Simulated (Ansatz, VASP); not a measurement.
**Cross-check of Ti9Al44O84 (glassy 29TiO2-71Al2O3 (mol %)) between VASP and Ansatz**

One calculation is typed for both programs; each brings its own data sets. How far apart do they land? The cell is taken from a series of runs on this material, whose earlier steps may have relaxed, scaled, displaced or heated it; both programs get it as it stands.

Program: Ansatz 0.2.0. Level of theory: plane waves, with VASP 6.6.1 beside it; single point at PBE. Results are calculated unless marked as measured.

## Step 1: The structure

The cell holds 137 atoms: 9 Ti, 44 Al and 84 O. Its edges and angles: a = 11.399 Å, b = 11.399 Å, c = 11.399 Å, α = 90.0°, β = 90.0°, γ = 90.0°. As first built, before any earlier steps moved the atoms (in the runner's words): 137 atoms (9 Ti, 44 Al, 84 O) placed at random at 3.12 g/cm^3, melted at 4000 K for 10 ps at fixed volume with the Morse and Coulomb pair potential with partial charges (Pedone, Malavasi, Menziani, Cormack and Segre, J. Phys. Chem. B 110, 11780 (2006)). Quenched from 4000 K to 300 K at 1000 K/ps and fixed volume, held 10 ps at zero pressure.

## Step 2: VASP: single point, PBE

A single point gives forces, pressure and levels at one fixed geometry, so differences don't come from the geometry; what else differs is listed under the comparison.

Lines of VASP's logs that name or quote its potential files are left out, and so is its time.

INCAR reads:

```
SYSTEM = Ti9Al44O84
PREC = Accurate
ENCUT = 520
EDIFF = 1E-06
NELM = 120
ISMEAR = 0
SIGMA = 0.01
LREAL = Auto
ALGO = Normal
GGA = PE
NBANDS = 467
LASPH = .TRUE.
LORBIT = 11
LWAVE = .FALSE.
LCHARG = .FALSE.
ISIF = 2
GGA_COMPAT = .FALSE.
EFERMI = MIDGAP
```

POSCAR reads:

```
Ti9Al44O84
1.0
   11.3986300000      0.0000000000      0.0000000000
    0.0000000000     11.3986300000      0.0000000000
    0.0000000000      0.0000000000     11.3986300000
Ti Al O
9 44 84
Direct
    0.3617400000      0.7383100000      0.8361800000
    0.0725900000      0.9211400000      0.3717700000
    0.4091800000      0.2195800000      0.3924400000
    0.8056600000      0.5785800000      0.2010000000
    0.0450000000      0.4888800000      0.6425500000
    0.9949100000      0.8160700000      0.8723900000
    0.6004900000      0.2311500000      0.9880400000
    0.4124800000      0.7957500000      0.3643800000
    0.3799300000      0.3824900000      0.6657900000
    0.3400700000      0.9720800000      0.9771000000
    0.8541400000      0.2870800000      0.2912400000
    0.0092100000      0.4628600000      0.1365900000
    0.8621100000      0.2562900000      0.0554300000
    0.6927300000      0.8232700000      0.2791000000
    0.3934800000      0.0048900000      0.1998800000
    0.1177700000      0.2760200000      0.7544600000
    0.0459300000      0.7315200000      0.1556500000
    0.1497700000      0.3300800000      0.0296200000
    0.8273300000      0.6882900000      0.6769000000
    0.5789100000      0.9113600000      0.7396300000
    0.3585100000      0.2751400000      0.1442500000
    0.2557200000      0.5228300000      0.1990600000
    0.8349000000      0.9107400000      0.5093000000
    0.7642300000      0.0583600000      0.6690000000
    0.1396600000      0.7967500000      0.6339900000
    0.7005700000      0.1004400000      0.1748400000
    0.3547100000      0.2259000000      0.8685900000
    0.3953500000      0.4706000000      0.9560800000
    0.9597300000      0.1382500000      0.4250600000
    0.5350200000      0.6313900000      0.1866300000
[... 101 atom lines left out ...]
    0.9991500000      0.3190100000      0.0595000000
    0.7047200000      0.3387700000      0.3340600000
    0.7229700000      0.8318400000      0.4312100000
    0.7273600000      0.3351500000      0.0157400000
    0.7701400000      0.5719900000      0.3646200000
    0.8796800000      0.7905500000      0.5819700000
```

KPOINTS reads:

```
Automatic mesh
0
Gamma
1 1 1
0 0 0
```

PAW data sets: Ti_sv, Al and O (PBE family, release 64).

Command:

```console
$ export OMP_NUM_THREADS=3
$ mpirun -np 1 vasp_gam
```

Numbers of over 12 decimals in the logs are rounded to 6 here.

Output:

```text
[banner, memory and clock lines left out]
running    1 mpi-ranks, on    1 nodes
[...]
Offloading initialized ...    1 GPUs detected
[...]
LDA part: xc-table for (Slater+PW92), standard interpolation
 POSCAR, INCAR and KPOINTS ok, starting setup
[...]
entering main loop
       N       E                     dE             d eps       ncg     rms          rms(c)
DAV:   1     0.913402672647E+04    0.91340E+04   -0.42813E+05   934   0.169E+03
DAV:   2     0.137383493955E+03   -0.89966E+04   -0.84475E+04  1062   0.458E+02
DAV:   3    -0.114586285992E+04   -0.12832E+04   -0.12622E+04  1073   0.186E+02
DAV:   4    -0.122827526919E+04   -0.82412E+02   -0.82040E+02  1292   0.481E+01
[...]
DAV:  18    -0.103199339861E+04   -0.51704E-05   -0.41076E-05  1300   0.161E-02    0.129E-02
DAV:  19    -0.103199339945E+04   -0.84735E-06   -0.17971E-05  1252   0.104E-02    0.647E-03
DAV:  20    -0.103199339937E+04    0.87421E-07   -0.31736E-06   812   0.419E-03
   1 F= -.10319934E+04 E0= -.10319934E+04  d E =0.000000E+00
```

OUTCAR, selected parts (step 2):

```text
  Total      114.4130553    112.5561983     87.9771529      1.5954942     12.1490412      4.9655843
  in kB      123.7736493    121.7648753     95.1749190      1.7260280     13.1430033      5.3718388
  external PRESSURE =     113.5711478 kB  Pullay stress =       0.0000000 kB

 POSITION                                       TOTAL-FORCE (eV/Angst)
 -----------------------------------------------------------------------------------
      4.12334      8.41572      9.53131        -0.524024      0.665154      0.164127
      0.82743     10.49973      4.23767        -1.712010     -2.647428      0.440026
      4.66409      2.50291      4.47328        -1.468764      0.025697      1.434560
      9.18342      6.59502      2.29112        -1.504504     -0.777227      1.778332
[...]
5.31598     10.79017      4.25670         0.330195      1.021525      0.431749
      4.86197      2.52913      0.09142         0.029392      0.083308      0.607052
      9.50703      1.97857      2.03055         0.234303      0.099095      1.556817
      6.05495      5.06122      8.07285         0.639968     -1.215437     -0.281952
     11.29456      9.21180      0.45595        -0.462134      0.428196     -1.932283
      1.45184      0.40636      3.35279         1.384376      2.825176     -1.106193
      0.98667      5.14158      5.58749         0.840317     -0.127005     -1.908448
      5.48411     11.20178      7.41629        -0.323707      0.106988     -1.090836
      9.07035      6.58670      0.18375        -0.150297     -1.347320      0.518306
[...]
-----------------------------------------------------------------------------------
    total drift:                                0.008895      0.013254     -0.034355

  FREE ENERGIE OF THE ION-ELECTRON SYSTEM (eV)
  ---------------------------------------------------
  free  energy   TOTEN  =     -1031.9933993663 eV

  energy  without entropy=    -1031.9933993663  energy(sigma->0) =    -1031.99339937

[... 3 further parts left out ...]
[key lines of the parts left out:]
E-fermi :   5.5465
```

This run has no spin polarisation, so a moment on Ti, if there is one, isn't seen.

## Step 3: Ansatz: single point, PBE

Ansatz runs on its default PAW (the set named soft_2) files.

The same cell, functional and mesh now go to Ansatz, which takes its cutoff from its data sets.

input.yaml reads:

```yaml
crystal:
  lattice:
    - [11.39863, 0.0, 0.0]
    - [0.0, 11.39863, 0.0]
    - [0.0, 0.0, 11.39863]
  atoms:
    - { symbol: Ti, position: [0.36174, 0.73831, 0.83618] }
    - { symbol: Ti, position: [0.07259, 0.92114, 0.37177] }
    - { symbol: Ti, position: [0.40918, 0.21958, 0.39244] }
    - { symbol: Ti, position: [0.80566, 0.57858, 0.201] }
    - { symbol: Ti, position: [0.045, 0.48888, 0.64255] }
    - { symbol: Ti, position: [0.99491, 0.81607, 0.87239] }
    - { symbol: Ti, position: [0.60049, 0.23115, 0.98804] }
    - { symbol: Ti, position: [0.41248, 0.79575, 0.36438] }
    - { symbol: Ti, position: [0.37993, 0.38249, 0.66579] }
    - { symbol: Al, position: [0.34007, 0.97208, 0.9771] }
    - { symbol: Al, position: [0.85414, 0.28708, 0.29124] }
    - { symbol: Al, position: [0.00921, 0.46286, 0.13659] }
    - { symbol: Al, position: [0.86211, 0.25629, 0.05543] }
    - { symbol: Al, position: [0.69273, 0.82327, 0.2791] }
    - { symbol: Al, position: [0.39348, 0.00489, 0.19988] }
    - { symbol: Al, position: [0.11777, 0.27602, 0.75446] }
    - { symbol: Al, position: [0.04593, 0.73152, 0.15565] }
    - { symbol: Al, position: [0.14977, 0.33008, 0.02962] }
    - { symbol: Al, position: [0.82733, 0.68829, 0.6769] }
    - { symbol: Al, position: [0.57891, 0.91136, 0.73963] }
    - { symbol: Al, position: [0.35851, 0.27514, 0.14425] }
    - { symbol: Al, position: [0.25572, 0.52283, 0.19906] }
    - { symbol: Al, position: [0.8349, 0.91074, 0.5093] }
    - { symbol: Al, position: [0.76423, 0.05836, 0.669] }
    - { symbol: Al, position: [0.13966, 0.79675, 0.63399] }
    - { symbol: Al, position: [0.70057, 0.10044, 0.17484] }
    - { symbol: Al, position: [0.35471, 0.2259, 0.86859] }
    - { symbol: Al, position: [0.39535, 0.4706, 0.95608] }
    - { symbol: Al, position: [0.95973, 0.13825, 0.42506] }
    - { symbol: Al, position: [0.53502, 0.63139, 0.18663] }
[... 101 atom lines left out ...]
    - { symbol: O, position: [0.99915, 0.31901, 0.0595] }
    - { symbol: O, position: [0.70472, 0.33877, 0.33406] }
    - { symbol: O, position: [0.72297, 0.83184, 0.43121] }
    - { symbol: O, position: [0.72736, 0.33515, 0.01574] }
    - { symbol: O, position: [0.77014, 0.57199, 0.36462] }
    - { symbol: O, position: [0.87968, 0.79055, 0.58197] }
kpoints:
  mp_grid: { grid: [1, 1, 1] }
hamiltonian:
  xc: pbe
scf:
  occupations: { method: fixed }
output:
  forces: true
```

Command:

```console
$ ansatz run input.yaml --threads 4 --pin off --max-ram 8192MiB --backend cpu --events-out ev --progress --plain --runs-dir out
```

Output:

```text
Engine: ansatz 0.2.0, x86_64-unknown-linux-gnu
Pseudopotentials: kind: paw
Pseudopotential: Ti, paw, valence charge 12, recommended cutoff 420 eV (normal), Ti.paw.azcp
Pseudopotential: Al, paw, valence charge 3, recommended cutoff 420 eV (normal), Al.paw.azcp
Pseudopotential: O, paw, valence charge 6, recommended cutoff 420 eV (normal), O.paw.azcp
Functional definition: PBE
  parameter kappa = 0.804
  parameter beta = 0.066725
  exchange = pbe_x(kappa = kappa, mu = beta*pi^2/3)
  correlation = pbe_c(beta = beta)
Crystal: 137 atoms, lattice volume = 1481.010 Å³
Basis set: ecut = 420 eV, 28887 PW (Γ), exchange–correlation on 160×160×160 points (8 copies of the dense FFT grid, shifted against one another)
Bands: 509, of which v1, the nominal top of the filled ones, is band 372 counted from 1 (371 counted from 0)
Symmetry: 1 space group operations
Space group: P1 (ITA 1), of the structure as read, at distance tolerance 1.1e-4 Å
k-points: 1
Non-local potential: Ti, projectors of the file, l = 0: 3, l = 1: 2, l = 2: 3, l = 3: 1
Non-local potential: Al, projectors of the file, l = 0: 2, l = 1: 2, l = 2: 1
Non-local potential: O, projectors of the file, l = 0: 2, l = 1: 2, l = 2: 1
PAW form: soft (Blöchl's): semilocal exchange-correlation on the pseudo side does not see the compensation charge
PAW one-centre angular grid: Ti, 590 points (default); XC on 64 Gauss nodes
PAW one-centre angular grid: Al, 110 points (default); XC on 64 Gauss nodes
PAW one-centre angular grid: O, 110 points (default); XC on 64 Gauss nodes
Initial density: superposition of atomic densities (neutral atoms: chi_scale 0, normalization atom), corrected by the library's trained network
Initial wavefunctions: pseudopotential atomic-orbital guess
Functional: x = pbe(κ = 0.804, μ = 0.219515), c = pbe(β = 0.066725)
SCF iter   1: F=—  HF=-93981.430333 eV  |F-HF|=—  |Δ(HF+E_count)|=         —  Δρ=3.93e-3  dr2=3.10e-1  ethr=1.77e-3  ⟨swp⟩=5.0  Hψ=1595  notcnv=0  defer=134
preconditioner: auto → Resta (q_TF=auto, 2.433 Å⁻¹)  ε∞=4.2  [insulator: Δε(μ)=2.015 eV  Ē_g=13.974 eV  n_scr=364 (ndim 8)  ℏωp=25.0 eV  f_vac=0.051  ε∞_Penn≈4.2]
SCF iter   2: F=—  HF=-93981.388721 eV  |F-HF|=—  |Δ(HF+E_count)|=   4.16e-2  Δρ=2.17e-3  dr2=7.19e-2  ethr=4.17e-5  ⟨swp⟩=2.0  Hψ=868  notcnv=0  defer=135
SCF iter   3: F=—  HF=-93981.386623 eV  |F-HF|=—  |Δ(HF+E_count)|=   2.10e-3  Δρ=1.21e-3  dr2=3.18e-2  ethr=9.66e-6  ⟨swp⟩=2.0  Hψ=750  notcnv=0  defer=114
automatic band count: iteration 3 solves 488 bands in place of 509: the levels show a gap, and the empty bands left out lie too high to hold charge; the band table lists the bands solved (type scf.n_extra_bands for more)
SCF iter   4: F=—  HF=-93981.385141 eV  |F-HF|=—  |Δ(HF+E_count)|=   1.48e-3  Δρ=6.32e-4  dr2=7.90e-3  ethr=4.28e-6  ⟨swp⟩=2.0  Hψ=750  notcnv=0  defer=114
SCF iter   5: F=—  HF=-93981.384155 eV  |F-HF|=—  |Δ(HF+E_count)|=   9.85e-4  Δρ=2.27e-4  dr2=7.86e-4  ethr=1.06e-6  ⟨swp⟩=2.0  Hψ=748  notcnv=0  defer=112
SCF iter   6: F=—  HF=-93981.384267 eV  |F-HF|=—  |Δ(HF+E_count)|=   1.11e-4  Δρ=1.25e-4  dr2=2.37e-4  ethr=1.06e-7  ⟨swp⟩=2.0  Hψ=748  notcnv=0  defer=111
SCF iter   7: F=—  HF=-93981.384294 eV  |F-HF|=—  |Δ(HF+E_count)|=   2.74e-5  Δρ=5.72e-5  dr2=5.51e-5  ethr=3.18e-8  ⟨swp⟩=2.0  Hψ=748  notcnv=0  defer=110
SCF iter   8: F=—  HF=-93981.383735 eV  |F-HF|=—  |Δ(HF+E_count)|=   5.59e-4  Δρ=2.18e-5  dr2=7.96e-6  ethr=7.40e-9  ⟨swp⟩=2.0  Hψ=855  notcnv=0  defer=110
SCF iter   9: F=—  HF=-93981.383740 eV  |F-HF|=—  |Δ(HF+E_count)|=   4.86e-6  Δρ=1.15e-5  dr2=2.28e-6  ethr=1.07e-9  ⟨swp⟩=2.0  Hψ=730  notcnv=0  defer=110
SCF iter  10: F=—  HF=-93981.383741 eV  |F-HF|=—  |Δ(HF+E_count)|=   1.14e-6  Δρ=7.24e-6  dr2=9.10e-7  ethr=3.06e-10  ⟨swp⟩=2.0  Hψ=741  notcnv=0  defer=110
SCF iter  11: F=-93981.383741 eV  HF=-93981.383741 eV  |F-HF|=4.67e-8  |Δ(HF+E_count)|=   1.64e-7  Δρ=2.49e-6  dr2=9.74e-8  ethr=1.34e-11  ⟨swp⟩=3.0  Hψ=1650  notcnv=0
SCF 1 converged in 11 iterations: F = -93981.383741 eV  dr2 = 9.74e-8
  greatest PAW one-centre occupation: 0.999 electrons in one spin orbital (limit 2), on the Ti atom at site 2 (counted from 0), in its partial waves of l = 0
SCF converged after 11 iterations
Free energy (F): -93981.383741 eV
Harris-Foulkes:  -93981.383741 eV  (|F-HF|=4.67e-8)
Internal energy: -93981.383741 eV  (E = F + TS)
E sigma→0 (E₀):  -93981.383741 eV
Fermi energy:    6.508068 eV
--- Per-component energies (eV) ---
  E_band       = -2862.421165
  E_kinetic    = 18605.134225
  E_local      = -48929.669424  (includes V_loc(G=0)·N_el)
  E_nonlocal   = 4503.020288
  E_hartree    = 19064.451503
  E_xc         = -8937.976082
  E_vxc        = -10430.359223  (∫ρ·V_xc dr)
  E_paw        = -43317.093522  (= ΣΔE_a)
  E_vpaw       = -4739.661082  (= ΣTr[D̂ρ^β])
  E_aug_tail   = 0.212574  (compensation charges beyond the density's cutoff)
  E_ewald      = -34969.463304
  E_smearing   = -0.000000  (= −TS)
  E_closure    = -0.000000  (closes the sum)
  Σ components = -93981.383741   (vs F -93981.383741, Δ=0.00e0)
--- Forces (eV/Å), atoms counted from 1 ---
  atom   1  Ti    -0.51752881     0.66219967     0.15014607
  atom   2  Ti    -1.70008124    -2.60866484     0.39306699
  atom   3  Ti    -1.44385374     0.01006801     1.46361342
  atom   4  Ti    -1.50495531    -0.71763023     1.79472947
  atom   5  Ti    -1.84057971     1.46589943     1.45082662
  atom   6  Ti     1.27389842    -2.31948770     2.66104839
  atom   7  Ti    -0.60413326     0.39635150    -0.41002176
  atom   8  Ti     0.02211754    -0.54809656     1.44430432
  atom   9  Ti    -1.26063222     0.26249507    -0.05723428
  atom  10  Al     1.04216562    -0.10132797    -1.43797882
  atom  11  Al    -1.18214773     0.38495336     0.54294293
  atom  12  Al    -0.66182261    -1.04047366    -0.98966333
  atom  13  Al    -0.00647335     1.13867973    -2.12417784
  atom  14  Al    -0.77132016     0.95816579     0.42307708
  atom  15  Al    -0.37313505    -4.19093161    -0.31887171
  atom  16  Al     0.10586433     1.62969252     0.95683288
  atom  17  Al     1.42136243    -1.35638849    -3.01482427
  atom  18  Al     0.05959516    -0.04309372    -0.37734743
  atom  19  Al    -0.48167939     1.36325546    -0.49344705
  atom  20  Al    -0.19225350    -2.63142936    -0.16943530
  atom  21  Al     1.05220253    -1.44355921     0.51391032
  atom  22  Al    -0.41112727     0.73345755    -0.47510082
  atom  23  Al     0.19774101     0.50515132     0.84861578
  atom  24  Al    -0.31896121     0.61971445     0.65990816
[...]
atom 130  O      1.39595646    -0.41226473     0.62247673
  atom 131  O     -1.37607698     3.06360290    -0.61607105
  atom 132  O     -0.88492743     0.30060816     0.75133659
  atom 133  O      0.87794766    -0.15198297     1.53993360
  atom 134  O      0.21080872     0.50629324    -2.51492542
  atom 135  O      1.61355830    -0.04874129     0.36228442
  atom 136  O      1.35485033     0.64045886    -1.09093943
  atom 137  O      0.87056204    -1.26957971    -0.05206487
  max |Σ_I F_I| component: 5.33e-5 eV/Å
```

## Step 4: Comparison

Known differences besides the potentials themselves: fixed occupations in Ansatz, narrow Gaussian smearing in VASP; the cutoff is 420 eV in Ansatz and 520 eV in VASP (PREC = Accurate, projectors in real space). Total energies have different zeros and are not compared.

Both answers:

```tsv
quantity	Ansatz	VASP	difference
gap on the k mesh (eV)	1.751	1.719	+0.032
```

Forces on 9 of the 137 atoms, those with the largest forces and the largest differences (eV/Å; atoms numbered as in POSCAR):

```tsv
atom	Ansatz x, y, z	VASP x, y, z
Ti6	1.274, -2.319, 2.661	1.274, -2.278, 2.679
Al15	-0.373, -4.191, -0.319	-0.368, -4.229, -0.321
Al17	1.421, -1.356, -3.015	1.440, -1.402, -3.030
Al52	-2.374, -2.102, 0.030	-2.412, -2.102, 0.051
O69	-0.672, -0.715, -0.273	-0.682, -0.709, -0.365
O78	1.347, 2.729, -1.030	1.384, 2.825, -1.106
O79	0.813, -0.105, -1.824	0.840, -0.127, -1.908
O116	2.221, 1.476, -1.993	2.262, 1.489, -2.013
O131	-1.376, 3.064, -0.616	-1.388, 3.098, -0.626
```

The forces differ by 24 meV/Å r.m.s., which is 2.3 % of the r.m.s. force of 1.043 eV/Å (both taken over all components). A gap on the mesh is an upper bound, since the band edges may lie between its points.

## Step 5: What came out

| Quantity | Value |
| --- | --- |
| r.m.s. force difference (single point, PBE) | 2.3 % of the r.m.s. force |

**Reading.** The r.m.s. force difference is 2.3 % of the r.m.s. force (single point, PBE), within the 3 % picked in this series as the mark of a large difference. How closely two codes agree says nothing of how well the functional describes the real material.

[Lines on the potential files, build, host, timing and source positions are cut from VASP's logs without a mark.]

[Logs are printed without paths, hosts, clocks, repeated set-up lines and the standing remarks that a program may print on its own settings, such as how far it seeks lower states.]

[Hosts, paths, dates, database ids (printed as entryN), source tags and the programs' standing remarks are cut or masked in the printed files.]
